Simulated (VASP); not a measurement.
Level of theory: r2SCAN meta-GGA, VASP's PBE PAW potentials (set 64) (plane waves; VASP 6.6.1).

Input for VASP

POSCAR:
```
NaTlO
1
    3.4736098625    -0.0000000000    -0.0000000000
   -1.7368049313     3.0082341295     0.0000000000
    0.0000000000     0.0000000000    11.3944270728
Na Tl O
2 2 2
Direct
  0.6666670000   0.3333330000   0.8935094400
  0.3333330000   0.6666670000   0.3935094400
  0.3333330000   0.6666670000   0.1154118000
  0.6666670000   0.3333330000   0.6154118000
  1.0000000000   1.0000000000   0.9910887600
  1.0000000000   0.0000000000   0.4910887600
```

### INCAR
```
LMIXTAU = T
NELM = 100   # most electronic steps
METAGGA = R2SCAN
ALGO = Normal   # blocked Davidson
ENCUT = 520   # plane-wave cut-off (eV)
SYSTEM = NaTlO
ISMEAR = 0   # Gaussian
LMAXMIX = 4   # l cut-off of mixed one-centre charges
IBRION = 2
LREAL = F   # projection in real space or not
SIGMA = 0.05
LCHARG = F
LASPH = T
EDIFFG = -0.02   # ionic stop
LWAVE = F
EDIFF = 1E-6
NSW = 60   # most ionic steps
PREC = Accurate
ISIF = 3
```

### KPOINTS
```
Automatic
0
gamma
  7 7 2
```

POTCAR, in this order: Na_pv Tl_d O (PBE.64 set). Program: vasp_std.

The run wrote:

OSZICAR:
```
       N       E                     dE             d eps       ncg     rms          rms(c)
DAV:   1     0.382168919608E+03    0.38217E+03   -0.27686E+04   992   0.185E+03
DAV:   2    -0.946878319930E+02   -0.47686E+03   -0.46072E+03  1070   0.491E+02
DAV:   3    -0.149079498264E+03   -0.54392E+02   -0.53477E+02  1214   0.147E+02
DAV:   4    -0.150864210181E+03   -0.17847E+01   -0.17817E+01  1055   0.270E+01
DAV:   5    -0.150906808530E+03   -0.42598E-01   -0.42587E-01  1277   0.436E+00    0.134E+01
DAV:   6    -0.138351596552E+03    0.12555E+02   -0.28792E+01  1134   0.450E+01    0.992E+00
DAV:   7    -0.134729612053E+03    0.36220E+01   -0.47736E+00  1006   0.128E+01    0.580E+00
DAV:   8    -0.136430886872E+03   -0.17013E+01   -0.22337E+00  1006   0.892E+00    0.235E+00
DAV:   9    -0.130628568427E+03    0.58023E+01   -0.13014E+00  1162   0.903E+00    0.108E+00
DAV:  10    -0.131833163009E+03   -0.12046E+01   -0.81333E-01  1048   0.542E+00    0.439E-01
DAV:  11    -0.131675188681E+03    0.15797E+00   -0.73852E-02   992   0.185E+00    0.278E-01
DAV:  12    -0.131871043186E+03   -0.19585E+00   -0.79087E-02  1006   0.217E+00    0.179E-01
DAV:  13    -0.131889723504E+03   -0.18680E-01   -0.59198E-02  1020   0.189E+00    0.189E-01
DAV:  14    -0.131884595674E+03    0.51278E-02   -0.33940E-03  1146   0.478E-01    0.164E-01
DAV:  15    -0.131910057055E+03   -0.25461E-01   -0.10332E-02  1028   0.758E-01    0.150E-01
DAV:  16    -0.131916496834E+03   -0.64398E-02   -0.23023E-03  1034   0.415E-01    0.130E-01
DAV:  17    -0.131917363902E+03   -0.86707E-03   -0.12220E-03  1051   0.246E-01    0.375E-02
DAV:  18    -0.131916644831E+03    0.71907E-03   -0.43653E-04  1062   0.142E-01    0.293E-02
DAV:  19    -0.131917609243E+03   -0.96441E-03   -0.24733E-04  1020   0.133E-01    0.309E-02
DAV:  20    -0.131917744622E+03   -0.13538E-03   -0.69335E-05  1020   0.639E-02    0.181E-02
DAV:  21    -0.131917774935E+03   -0.30313E-04   -0.19997E-05  1087   0.293E-02    0.777E-03
DAV:  22    -0.131917766273E+03    0.86622E-05   -0.56941E-06   892   0.190E-02    0.326E-03
DAV:  23    -0.131917772225E+03   -0.59523E-05   -0.12039E-06   674   0.100E-02    0.203E-03
DAV:  24    -0.131917766180E+03    0.60444E-05   -0.81163E-07   643   0.872E-03    0.123E-03
DAV:  25    -0.131917769819E+03   -0.36383E-05   -0.38091E-07   692   0.552E-03    0.555E-04
DAV:  26    -0.131917768424E+03    0.13947E-05   -0.10912E-07   580   0.322E-03    0.439E-04
DAV:  27    -0.131917768208E+03    0.21558E-06   -0.50028E-08   545   0.230E-03
   1 F= -.13191777E+03 E0= -.13191777E+03  d E =-.131918E+03
       N       E                     dE             d eps       ncg     rms          rms(c)
DAV:   1    -0.131947054827E+03   -0.29286E-01   -0.13477E+00   992   0.941E+00    0.113E+00
DAV:   2    -0.131921601625E+03    0.25453E-01   -0.10547E-01  1104   0.220E+00    0.426E-01
DAV:   3    -0.131915828865E+03    0.57728E-02   -0.82639E-03  1006   0.792E-01    0.307E-01
DAV:   4    -0.131917935999E+03   -0.21071E-02   -0.38306E-03  1006   0.520E-01    0.174E-01
DAV:   5    -0.131914924257E+03    0.30117E-02   -0.38481E-03   992   0.523E-01    0.331E-02
DAV:   6    -0.131919540047E+03   -0.46158E-02   -0.16744E-03   992   0.337E-01    0.544E-03
DAV:   7    -0.131919552540E+03   -0.12493E-04   -0.79352E-05  1104   0.789E-02    0.453E-03
DAV:   8    -0.131919596904E+03   -0.44364E-04   -0.19635E-05  1041   0.378E-02    0.369E-03
DAV:   9    -0.131919589031E+03    0.78729E-05   -0.38786E-06   806   0.169E-02    0.123E-03
DAV:  10    -0.131919586817E+03    0.22143E-05   -0.10746E-06   671   0.953E-03    0.372E-04
DAV:  11    -0.131919584857E+03    0.19598E-05   -0.23587E-07   615   0.536E-03    0.216E-04
DAV:  12    -0.131919584878E+03   -0.20385E-07   -0.39145E-08   559   0.237E-03
   2 F= -.13191958E+03 E0= -.13191958E+03  d E =-.181667E-02
       N       E                     dE             d eps       ncg     rms          rms(c)
DAV:   1    -0.131920408375E+03   -0.82352E-03   -0.37918E-02   992   0.157E+00    0.190E-01
DAV:   2    -0.131919716624E+03    0.69175E-03   -0.30268E-03  1104   0.371E-01    0.712E-02
DAV:   3    -0.131919534708E+03    0.18192E-03   -0.24575E-04   992   0.137E-01    0.508E-02
DAV:   4    -0.131919582370E+03   -0.47662E-04   -0.11722E-04   992   0.906E-02    0.288E-02
DAV:   5    -0.131919580477E+03    0.18927E-05   -0.11779E-04   992   0.904E-02    0.553E-03
DAV:   6    -0.131919652610E+03   -0.72133E-04   -0.46952E-05   992   0.557E-02    0.104E-03
DAV:   7    -0.131919666938E+03   -0.14328E-04   -0.21920E-06   834   0.131E-02    0.766E-04
DAV:   8    -0.131919663267E+03    0.36715E-05   -0.47750E-07   678   0.587E-03    0.605E-04
DAV:   9    -0.131919667041E+03   -0.37740E-05   -0.12253E-07   580   0.299E-03    0.185E-04
DAV:  10    -0.131919667359E+03   -0.31856E-06   -0.35273E-08   538   0.175E-03
   3 F= -.13191967E+03 E0= -.13191967E+03  d E =-.189915E-02
       N       E                     dE             d eps       ncg     rms          rms(c)
DAV:   1    -0.131919697804E+03   -0.30763E-04   -0.13348E-03   992   0.295E-01    0.356E-02
DAV:   2    -0.131919667157E+03    0.30646E-04   -0.10620E-04  1097   0.695E-02    0.134E-02
DAV:   3    -0.131919659767E+03    0.73905E-05   -0.84752E-06   911   0.256E-02    0.954E-03
DAV:   4    -0.131919666638E+03   -0.68715E-05   -0.39549E-06   910   0.162E-02    0.537E-03
DAV:   5    -0.131919656441E+03    0.10197E-04   -0.40553E-06   832   0.167E-02    0.103E-03
DAV:   6    -0.131919666001E+03   -0.95598E-05   -0.15956E-06   664   0.102E-02    0.176E-04
DAV:   7    -0.131919663996E+03    0.20050E-05   -0.96431E-08   552   0.292E-03    0.152E-04
DAV:   8    -0.131919664855E+03   -0.85909E-06   -0.21396E-08   503   0.149E-03
   4 F= -.13191966E+03 E0= -.13191966E+03  d E =-.189665E-02
       N       E                     dE             d eps       ncg     rms          rms(c)
DAV:   1    -0.131920046600E+03   -0.38260E-03   -0.45686E-02  1040   0.143E+00    0.971E-02
DAV:   2    -0.131919916593E+03    0.13001E-03   -0.11073E-03  1104   0.232E-01    0.540E-02
DAV:   3    -0.131919848889E+03    0.67703E-04   -0.21368E-04   992   0.125E-01    0.207E-02
DAV:   4    -0.131919843195E+03    0.56946E-05   -0.10430E-04  1006   0.841E-02    0.641E-03
DAV:   5    -0.131919885242E+03   -0.42047E-04   -0.60017E-05   992   0.662E-02    0.349E-03
DAV:   6    -0.131919901107E+03   -0.15865E-04   -0.84844E-06   934   0.237E-02    0.160E-03
DAV:   7    -0.131919899747E+03    0.13605E-05   -0.12838E-06   736   0.902E-03    0.101E-03
DAV:   8    -0.131919900219E+03   -0.47244E-06   -0.12399E-06   670   0.852E-03
   5 F= -.13191990E+03 E0= -.13191990E+03  d E =-.235364E-03
```

OUTCAR:
```
------------------------ aborting loop because EDIFF is reached ----------------------------------------
  FORCE on cell =-STRESS in cart. coord.  units (eV):
  Direction    XX          YY          ZZ          XY          YZ          ZX
  --------------------------------------------------------------------------------------
  Total        0.0120350      0.0120350     -0.0729494     -0.0000000      0.0000000      0.0000000
  in kB        0.1608740      0.1608739     -0.9751285     -0.0000000      0.0000000      0.0000000
  external PRESSURE =      -0.2177935 kB  Pullay stress =       0.0000000 kB
  volume of cell :      119.86
      direct lattice vectors                 reciprocal lattice vectors
     3.483457355 -0.000000000 -0.000000000     0.287071119  0.165740602 -0.000000000
    -1.741728678  3.016762306  0.000000000     0.000000000  0.331481204 -0.000000000
     0.000000000  0.000000000 11.405612296     0.000000000 -0.000000000  0.087676135
 POSITION                                       TOTAL-FORCE (eV/Angst)
 -----------------------------------------------------------------------------------
      1.74173      1.00559     10.19179         0.000000      0.000000      0.018077
     -0.00000      2.01118      4.48898        -0.000000     -0.000000      0.018077
     -0.00000      2.01118      1.32097        -0.000000      0.000000     -0.004736
      1.74173      1.00559      7.02378         0.000000     -0.000000     -0.004736
      0.00000      0.00000     11.29858        -0.000000      0.000000     -0.013341
      0.00000      0.00000      5.59578         0.000000     -0.000000     -0.013341
 -----------------------------------------------------------------------------------
    total drift:                                0.000485     -0.000280     -0.050743
  FREE ENERGIE OF THE ION-ELECTRON SYSTEM (eV)
  ---------------------------------------------------
  free  energy   TOTEN  =      -131.9199002191 eV

  energy  without entropy=     -131.9199002191  energy(sigma->0) =     -131.91990022

 reached required accuracy - stopping structural energy minimisation
```
(Selected blocks of OUTCAR.)

File CONTCAR:
```
NaTlO
   1.00000000000000
     3.4834573552636465   -0.0000000000001638   -0.0000000000000000
    -1.7417286776821066    3.0167623062337166    0.0000000000000000
     0.0000000000000000    0.0000000000000000   11.4056122961014914
  Na              Tl              O
     2     2     2
Direct
     0.6666669999999968    0.3333330000000032    0.8935764107617371
     0.3333330000000032    0.6666669999999968    0.3935764107617371
     0.3333330000000032    0.6666669999999968    0.1158175934295765
     0.6666669999999968    0.3333330000000032    0.6158175934295764
     0.0000000000000000    0.0000000000000000    0.9906159958086824
     0.0000000000000000    0.0000000000000000    0.4906159958086824
```

File OUTCAR:
```
 val. band max:        2.2343991309   @ k =   0.2857   0.2857   0.0000

 cond. band min:       3.6511374165   @ k =   0.0000   0.0000   0.0000


 Fermi energy:         2.4984218902

 k-point     1 :       0.0000    0.0000    0.0000
  band No.  band energies     occupation
      1     -20.8926      2.00000
      2     -20.8909      2.00000
      3     -20.7931      2.00000
      4     -20.7931      2.00000
      5     -20.7929      2.00000
      6     -20.7929      2.00000
      7     -14.8567      2.00000
      8     -14.8493      2.00000
      9      -8.1383      2.00000
     10      -8.1299      2.00000
     11      -8.0544      2.00000
     12      -8.0544      2.00000
     13      -8.0541      2.00000
     14      -8.0541      2.00000
     15      -7.7551      2.00000
     16      -7.7551      2.00000
     17      -7.7548      2.00000
     18      -7.7548      2.00000
     19      -3.8508      2.00000
     20      -3.6816      2.00000
     21       0.7275      2.00000
     22       1.5097      2.00000
     23       1.5097      2.00000
     24       1.5112      2.00000
     25       1.5112      2.00000
     26       1.6681      2.00000
     27       3.6511      0.00000
     28       5.6107      0.00000
     29       7.8540      0.00000
     30      10.5034      0.00000
     31      13.2851      0.00000

 k-point     2 :       0.1429    0.0000    0.0000
  band No.  band energies     occupation
      1     -20.8890      2.00000
      2     -20.8874      2.00000
      3     -20.8085      2.00000
      4     -20.8084      2.00000
      5     -20.7959      2.00000
      6     -20.7959      2.00000
      7     -14.8076      2.00000
      8     -14.8017      2.00000
      9      -8.1072      2.00000
     10      -8.1019      2.00000
     11      -8.0302      2.00000
     12      -8.0253      2.00000
     13      -7.9731      2.00000
     14      -7.9729      2.00000
     15      -7.7819      2.00000
     16      -7.7802      2.00000
     17      -7.7712      2.00000
...
```

Unless said otherwise, spin-orbit coupling is left out, though it shifts the bands of the heavy elements here.

The structure comes from a computed database's NaTlO entry (P6_3mc); how it stands against other phases isn't given here. This run relaxes it. Symmetry was kept, so distortions that lower it aren't found. The start is the result of an earlier pass.
